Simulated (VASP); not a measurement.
Output of a VASP run:

OSZICAR:
```
...
DAV:   1     0.128013366725E+03    0.12801E+03   -0.94086E+03  2880   0.181E+03
DAV:   2    -0.142420348476E+02   -0.14226E+03   -0.13599E+03  2984   0.410E+02
DAV:   3    -0.245816252287E+02   -0.10340E+02   -0.99659E+01  3692   0.102E+02
DAV:   4    -0.251482303597E+02   -0.56661E+00   -0.56549E+00  3908   0.225E+01
DAV:   5    -0.251644158158E+02   -0.16185E-01   -0.16184E-01  3708   0.356E+00    0.194E+01
DAV:   6    -0.203626714962E+02    0.48017E+01   -0.29414E+01  3380   0.703E+01    0.675E+00
DAV:   7    -0.198400107096E+02    0.52266E+00   -0.40007E+00  3312   0.264E+01    0.518E+00
DAV:   8    -0.198006388910E+02    0.39372E-01   -0.19650E-01  3076   0.636E+00    0.221E+00
DAV:   9    -0.198073348033E+02   -0.66959E-02   -0.80903E-02  3320   0.316E+00    0.910E-01
DAV:  10    -0.198029265327E+02    0.44083E-02   -0.17145E-02  3484   0.208E+00    0.393E-01
DAV:  11    -0.198024474052E+02    0.47913E-03   -0.36628E-03  3360   0.829E-01    0.863E-02
DAV:  12    -0.198023570634E+02    0.90342E-04   -0.37667E-04  3048   0.329E-01    0.258E-02
DAV:  13    -0.198023429510E+02    0.14112E-04   -0.30526E-05  4288   0.850E-02    0.493E-03
DAV:  14    -0.198023427110E+02    0.24004E-06   -0.73658E-07  1872   0.106E-02
   1 F= -.19184173E+02 E0= -.19184100E+02  d E =-.191842E+02
       N       E                     dE             d eps       ncg     rms          rms(c)
DAV:   1    -0.201376233657E+02   -0.33528E+00   -0.87251E+00  2924   0.482E+01    0.619E+00
DAV:   2    -0.198041707253E+02    0.33345E+00   -0.14477E+00  3076   0.203E+01    0.162E+00
DAV:   3    -0.197555632519E+02    0.48607E-01   -0.21098E-01  3304   0.480E+00    0.658E-01
DAV:   4    -0.197566587120E+02   -0.10955E-02   -0.84564E-02  3136   0.305E+00    0.401E-01
DAV:   5    -0.197620999646E+02   -0.54413E-02   -0.79146E-03  3492   0.975E-01    0.162E-01
DAV:   6    -0.197653708733E+02   -0.32709E-02   -0.73642E-03  4328   0.455E-01    0.132E-01
DAV:   7    -0.197657426271E+02   -0.37175E-03   -0.84917E-04  3264   0.286E-01    0.137E-02
DAV:   8    -0.197657292110E+02    0.13416E-04   -0.89863E-05  3160   0.985E-02    0.301E-02
DAV:   9    -0.197657502546E+02   -0.21044E-04   -0.22928E-05  3096   0.562E-02    0.298E-03
DAV:  10    -0.197657515196E+02   -0.12650E-05   -0.62317E-06  3960   0.151E-02    0.248E-03
DAV:  11    -0.197657515192E+02    0.38654E-09   -0.56681E-08  1540   0.278E-03
   2 F= -.19176204E+02 E0= -.19176192E+02  d E =0.796865E-02
       N       E                     dE             d eps       ncg     rms          rms(c)
DAV:   1    -0.199385421459E+02   -0.17279E+00   -0.32199E+00  2928   0.303E+01    0.393E+00
DAV:   2    -0.198189319598E+02    0.11961E+00   -0.73670E-01  3172   0.136E+01    0.111E+00
DAV:   3    -0.197922840112E+02    0.26648E-01   -0.10791E-01  3328   0.378E+00    0.417E-01
DAV:   4    -0.197932427064E+02   -0.95870E-03   -0.32842E-02  3136   0.181E+00    0.247E-01
DAV:   5    -0.197963535628E+02   -0.31109E-02   -0.47319E-03  3712   0.617E-01    0.793E-02
DAV:   6    -0.197968758410E+02   -0.52228E-03   -0.15712E-03  4012   0.226E-01    0.634E-02
DAV:   7    -0.197969536276E+02   -0.77787E-04   -0.56523E-04  3472   0.248E-01    0.906E-02
DAV:   8    -0.197969785370E+02   -0.24909E-04   -0.19316E-04  2964   0.190E-01    0.806E-03
DAV:   9    -0.197969827786E+02   -0.42416E-05   -0.52860E-06  3408   0.244E-02    0.713E-03
DAV:  10    -0.197969825394E+02    0.23918E-06   -0.11447E-06  2096   0.763E-03
   3 F= -.19190373E+02 E0= -.19190323E+02  d E =-.620017E-02
```

File OUTCAR:
```
------------------------ aborting loop because EDIFF is reached ----------------------------------------
  FORCE on cell =-STRESS in cart. coord.  units (eV):
  Direction    XX          YY          ZZ          XY          YZ          ZX
  --------------------------------------------------------------------------------------
  Total        0.6028597      0.6028597      0.6028597     -0.0000000      0.0000000     -0.0000000
  in kB       49.6909066     49.6909066     49.6909066     -0.0000000      0.0000000     -0.0000000
  external PRESSURE =      -0.3090934 kB  Pullay stress =      50.0000000 kB
  volume of cell :       19.44
      direct lattice vectors                 reciprocal lattice vectors
     0.000000000  2.134060107  2.134060107    -0.234295181  0.234295181  0.234295181
     2.134060107  0.000000000  2.134060107     0.234295181 -0.234295181  0.234295181
     2.134060107  2.134060107  0.000000000     0.234295181  0.234295181 -0.234295181
 POSITION                                       TOTAL-FORCE (eV/Angst)
 -----------------------------------------------------------------------------------
      0.00000      0.00000      0.00000        -0.000000     -0.000000     -0.000000
      2.13406      2.13406      2.13406         0.000000      0.000000      0.000000
 -----------------------------------------------------------------------------------
    total drift:                               -0.000000      0.000000      0.000000
  FREE ENERGIE OF THE ION-ELECTRON SYSTEM (eV)
  ---------------------------------------------------
  free  energy   TOTEN  =       -19.7969825394 eV

  energy  without entropy=      -19.7968340127  energy(sigma->0) =      -19.79693303
  enthalpy is  TOTEN    =       -19.1903728266 eV   P V=        0.6066097128

 reached required accuracy - stopping structural energy minimisation
```
(Selected blocks of OUTCAR.)

### POSCAR
```
TiC
1
    0.0000000000     2.1475313640     2.1475313640
    2.1475313640     0.0000000000     2.1475313640
    2.1475313640     2.1475313640     0.0000000000
Ti C
1 1
Direct
  0.0000000000   0.0000000000   0.0000000000
  0.5000000000   0.5000000000   0.5000000000
```

Question: Reconstruct the remaining input files.

Answer: One answer among several that fit: the input of the run itself, PBEsol GGA, plane waves, VASP's PBE PAW potentials (set 64).

### INCAR
```
LMAXMIX  =  4
LCHARG  =  .FALSE.
LWAVE  =  .FALSE.
GGA  =  PS
SIGMA  =  0.1
ISMEAR  =  1   ! Methfessel-Paxton
PSTRESS  =  50
ISIF  =  3
ALGO  =  Normal   ! blocked Davidson
SYSTEM  =  TiC
EDIFF  =  1E-6   ! SCF stop (eV)
LREAL  =  .FALSE.   ! projection in real space or not
EDIFFG  =  -0.02   ! ionic stop
NSW  =  40   ! most ionic steps
IBRION  =  2   ! conjugate gradients
NELM  =  100
LASPH  =  .TRUE.
ENCUT  =  620
PREC  =  Accurate
```

### KPOINTS
```
Automatic mesh
0
Gamma
15 15 15
0 0 0
```

POTCAR, in this order: Ti_sv C (PBE.64 set). Program: vasp_std.

The compound is TiC in the rock salt structure. This run relaxes it under an external pressure of 5 GPa. Symmetry was kept, so distortions that lower it aren't found.
